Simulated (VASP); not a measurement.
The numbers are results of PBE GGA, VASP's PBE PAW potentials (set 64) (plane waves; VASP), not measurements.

VASP input:

### INCAR
```
ALGO=Normal
EDIFF=1E-6
ENCUT=400
GGA=PE
ISMEAR=0
LASPH=T
LCHARG=T
LMAXMIX=4
LREAL=F
LWAVE=F
NELM=100
PREC=Accurate
SIGMA=0.05
SYSTEM=NbP
```

### POSCAR
```
NbP
1
   -1.6712272863     1.6712272863     5.7145670619
    1.6712272863    -1.6712272863     5.7145670619
    1.6712272863     1.6712272863    -5.7145670619
Nb P
2 2
Direct
  0.7493039149   0.7493039149   0.0000000000
  0.4993039149   0.9993039149   0.5000000000
  0.1666960851   0.1666960851   0.0000000000
  0.9166960851   0.4166960851   0.5000000000
```

File KPOINTS:
```
Automatic mesh
0
Gamma
8 8 8
0 0 0
```

POTCAR, in this order: Nb_sv P (PBE.64 set). Program: vasp_std.

Q: Predict the energy per atom (σ→0), band gap (on the k-mesh).

A: 
```
Quantity                                                    Result
------------------------  ----------------------------------------
energy per atom (σ→0)                               -8.827 eV/atom
band gap (on the k-mesh)  none (metal, semimetal or under 0.01 eV)
```

**OSZICAR**
```
...
DAV:   7    -0.353103283549E+02   -0.18867E-01   -0.68694E-01  4408   0.448E+00    0.302E+00
DAV:   8    -0.353063905813E+02    0.39378E-02   -0.60732E-02  3442   0.177E+00    0.499E-01
DAV:   9    -0.353067546903E+02   -0.36411E-03   -0.10558E-02  4560   0.761E-01    0.297E-01
DAV:  10    -0.353070974323E+02   -0.34274E-03   -0.11643E-03  3286   0.355E-01    0.571E-02
DAV:  11    -0.353070633354E+02    0.34097E-04   -0.17549E-04  3856   0.649E-02    0.160E-02
DAV:  12    -0.353070607986E+02    0.25368E-05   -0.63659E-06  2900   0.221E-02    0.845E-03
DAV:  13    -0.353070608059E+02   -0.72741E-08   -0.11645E-06  2360   0.127E-02
   1 F= -.35307061E+02 E0= -.35306422E+02  d E =-.127846E-02
```

The structure was generated: NbP was put into the NbAs type (I4_1md), which need not be its known phase. It was relaxed first, which changed the volume by +12 %. The k-mesh is coarse (spacing up to 0.33 per Å, 2π included), so the numbers may not be converged in it.
